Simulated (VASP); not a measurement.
Computed with PBE GGA with D3 dispersion (Becke-Johnson damping), VASP's PBE PAW potentials (set 64) (plane waves; VASP).

The input files of a VASP run:

KPOINTS:
```
Automatic mesh
0
Gamma
5 5 5
0 0 0
```

**POSCAR**
```
KMgF3
1.0
  4.0056166902   0.0000000000   0.0000000000
  0.0000000000   4.0056166902   0.0000000000
  0.0000000000   0.0000000000   4.0056166902
K Mg F
1 1 3
Cartesian
  0.0000000000   0.0000000000   0.0000000000
  2.0028083451   2.0028083451   2.0028083451
  2.0028083451   0.0000000000   2.0028083451
  0.0000000000   2.0028083451   2.0028083451
  2.0028083451   2.0028083451   0.0000000000
```

### INCAR
```
! general
SYSTEM = KMgF3
PREC   = Accurate
ENCUT  = 520
LREAL  = F
LASPH  = T

! electronic loop
EDIFF  = 1E-6
NELM   = 100
ALGO   = Normal

! smearing
ISMEAR = 0
SIGMA  = 0.05

! functional
GGA    = PE
IVDW   = 12

! ions
IBRION = 2
NSW    = 60
ISIF   = 3
EDIFFG = -0.02

! output
LWAVE  = F
LCHARG = F
```

POTCAR, in this order: K_sv Mg F (PBE.64 set). Program: vasp_std.

The run wrote:

File OSZICAR:
```
       N       E                     dE             d eps       ncg     rms          rms(c)
DAV:   1     0.249512520933E+03    0.24951E+03   -0.17716E+04   400   0.156E+03
DAV:   2    -0.150679075837E+02   -0.26458E+03   -0.25329E+03   548   0.387E+02
DAV:   3    -0.262510702145E+02   -0.11183E+02   -0.11159E+02   476   0.787E+01
DAV:   4    -0.266437218531E+02   -0.39265E+00   -0.39209E+00   716   0.121E+01
DAV:   5    -0.266445501118E+02   -0.82826E-03   -0.82822E-03   472   0.627E-01    0.899E+00
DAV:   6    -0.244401883066E+02    0.22044E+01   -0.95346E+00   440   0.227E+01    0.375E+00
DAV:   7    -0.244322955412E+02    0.78928E-02   -0.24630E-01   540   0.338E+00    0.238E+00
DAV:   8    -0.244327360081E+02   -0.44047E-03   -0.70248E-02   464   0.290E+00    0.280E-01
DAV:   9    -0.244326022608E+02    0.13375E-03   -0.13644E-02   492   0.858E-01    0.117E-01
DAV:  10    -0.244329366306E+02   -0.33437E-03   -0.12511E-03   532   0.283E-01    0.663E-02
DAV:  11    -0.244329638855E+02   -0.27255E-04   -0.16394E-04   472   0.982E-02    0.242E-02
DAV:  12    -0.244329473514E+02    0.16534E-04   -0.87629E-05   460   0.650E-02    0.191E-03
DAV:  13    -0.244329477080E+02   -0.35664E-06   -0.16938E-06   348   0.108E-02
   1 F= -.25252076E+02 E0= -.25252076E+02  d E =-.252521E+02
```

File OUTCAR:
```
------------------------ aborting loop because EDIFF is reached ----------------------------------------
 Edisp (eV)   -0.81913
  FORCE on cell =-STRESS in cart. coord.  units (eV):
  Direction    XX          YY          ZZ          XY          YZ          ZX
  --------------------------------------------------------------------------------------
  Total       0.07420     0.07420     0.07420     0.00000     0.00000    -0.00000
  in kB       1.84961     1.84961     1.84961     0.00000     0.00000    -0.00000
  external pressure =        1.85 kB  Pullay stress =        0.00 kB
  volume of cell :       64.27
      direct lattice vectors                 reciprocal lattice vectors
     4.005616690  0.000000000  0.000000000     0.249649449  0.000000000  0.000000000
     0.000000000  4.005616690  0.000000000     0.000000000  0.249649449  0.000000000
     0.000000000  0.000000000  4.005616690     0.000000000  0.000000000  0.249649449
 POSITION                                       TOTAL-FORCE (eV/Angst)
 -----------------------------------------------------------------------------------
      0.00000      0.00000      0.00000         0.000000      0.000000      0.000000
      2.00281      2.00281      2.00281         0.000000      0.000000      0.000000
      2.00281      0.00000      2.00281         0.000000      0.000000      0.000000
      0.00000      2.00281      2.00281         0.000000      0.000000      0.000000
      2.00281      2.00281      0.00000         0.000000      0.000000      0.000000
 -----------------------------------------------------------------------------------
    total drift:                                0.000000      0.000000     -0.000000
  FREE ENERGIE OF THE ION-ELECTRON SYSTEM (eV)
  ---------------------------------------------------
  free  energy   TOTEN  =       -25.2520764116 eV

  energy  without entropy=      -25.2520764116  energy(sigma->0) =      -25.25207641

 reached required accuracy - stopping structural energy minimisation
```
(Selected blocks of OUTCAR.)

The compound is KMgF3 in the cubic perovskite structure. It was relaxed first. The start is the result of an earlier pass.
